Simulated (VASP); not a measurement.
These are LDA (Ceperley-Alder, Perdew-Zunger), VASP's LDA PAW potentials (set 64) (plane waves; VASP) values and carry that method's errors.

A VASP calculation is set up with these files.

### KPOINTS
```
Automatic mesh
0
Gamma
18 18 18
0 0 0
```

**POSCAR**
```
Cu
1
   -0.0000000000     1.6928520339     1.6928520339
    1.6928520339    -0.0000000000     1.6928520339
    1.6928520339     1.6928520339     0.0000000000
Cu
1
Direct
  0.0000000000   0.0000000000   0.0000000000
```

INCAR:
```
SYSTEM=Cu
PREC=Accurate; ENCUT=500; LREAL=F
LASPH=T
EDIFF=1E-6; NELM=100; ALGO=Normal
LMAXMIX=4
ISMEAR=1; SIGMA=0.1
IBRION=2; NSW=40; ISIF=3
EDIFFG=-0.02; PSTRESS=300
LWAVE=F; LCHARG=F
```

POTCAR, in this order: Cu (LDA.64 set). Program: vasp_std.

Question: What will the output report for the number of irreducible k-points (NKPTS), largest plane-wave count, number of space-group operations, FFT grid (NGX, NGY, NGZ)?

Answer: 
- number of irreducible k-points (NKPTS): 195
- largest plane-wave count: 262
- number of space-group operations: 48
- FFT grid (NGX, NGY, NGZ): 18 × 18 × 18

The compound is Cu in the fcc structure. It was relaxed first under an external pressure of 30 GPa.
